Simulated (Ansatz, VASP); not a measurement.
**Two plane-wave programs on Sc2InN3**

INCAR

```
SYSTEM = Sc2InN3
PREC = Accurate
ENCUT = 520
EDIFF = 1E-6
ISMEAR = 0
SIGMA = 0.1
LREAL = .False.
LASPH = .True.
NELM = 60
ALGO = Normal
ISIF = 2
LWAVE = .False.
LCHARG = .False.
GGA = PE
NBANDS = 34
```

The input KPOINTS:

```
regular mesh
0
Gamma
  6 6 2
  0 0 0
```

File POSCAR:

```
Sc2InN3
1.0
    3.4264760500      0.0000000000      0.0000000000
   -1.7132380200      2.9674153000      0.0000000000
    0.0000000000      0.0000000000      8.3872187400
Sc In N
2 1 3
Direct
    0.3333333300      0.6666666700      0.6559943000
    0.6666666700      0.3333333300      0.3440057000
    0.0000000000      0.0000000000      0.0000000000
    0.3333333300      0.6666666700      0.1659022100
    0.6666666700      0.3333333300      0.8340977900
    0.0000000000      0.0000000000      0.5000000000
```

Input for Ansatz:

```yaml
crystal:
  lattice:
    - [3.42647605, 0.0, 0.0]
    - [-1.71323802, 2.9674153, 0.0]
    - [0.0, 0.0, 8.38721874]
  atoms:
    - { symbol: Sc, position: [0.33333333, 0.66666667, 0.6559943] }
    - { symbol: Sc, position: [0.66666667, 0.33333333, 0.3440057] }
    - { symbol: In, position: [0.0, 0.0, 0.0] }
    - { symbol: "N", position: [0.33333333, 0.66666667, 0.16590221] }
    - { symbol: "N", position: [0.66666667, 0.33333333, 0.83409779] }
    - { symbol: "N", position: [0.0, 0.0, 0.5] }
basis:
  ecutwfc: 420
kpoints:
  mp_grid: { grid: [6, 6, 2] }
hamiltonian:
  xc: pbe
scf:
  occupations: { method: gaussian, width: 0.1 }
  lower_state_search: "off"
output:
  forces: true
  stress: true
  eigenvalues: true
```

Change from the starting cell: species swapped into the CaSm2S3 type (P-3m1, No. 164).

Alike in both runs: task single point; functional PBE; k mesh 6 × 6 × 2; occupations gaussian, width 0.1 eV; no spin polarisation.

|  | VASP | Ansatz |
| --- | --- | --- |
| version | VASP 6.6.1 | Ansatz 0.2.0 |
| potentials or method | VASP PAW PBE potentials, release 64 (Sc_sv, In_d, N) | scalar-relativistic, plane waves, PAW |
| plane-wave cutoff (eV) | 520 | 420 |
| valence electrons in the cell | 50 | 50 |

```csv
,VASP,Ansatz,Ansatz less VASP
gap on the k mesh at the Fermi level (eV),0.46,0.46,+0.009
least direct gap on the mesh (eV),1.12,1.13,+0.005
pressure (GPa),-20.8,-21.1,-0.28
largest component of the traceless stress (GPa),1.64,1.64,+0.006
rms of the force components (eV/Å),0.737,0.736,-0.0008
```

Atom by atom the forces differ by 0.005 eV/Å (rms over components).

Caveats: so large a pressure means that the cell lies far from this level's equilibrium, or that cutoff or potentials fall short (VASP); spin-orbit coupling is left out, which moves the levels of the heavy elements; forces of over 1 eV/Å show positions far from the minimum, so gaps and moduli don't describe the material at rest.
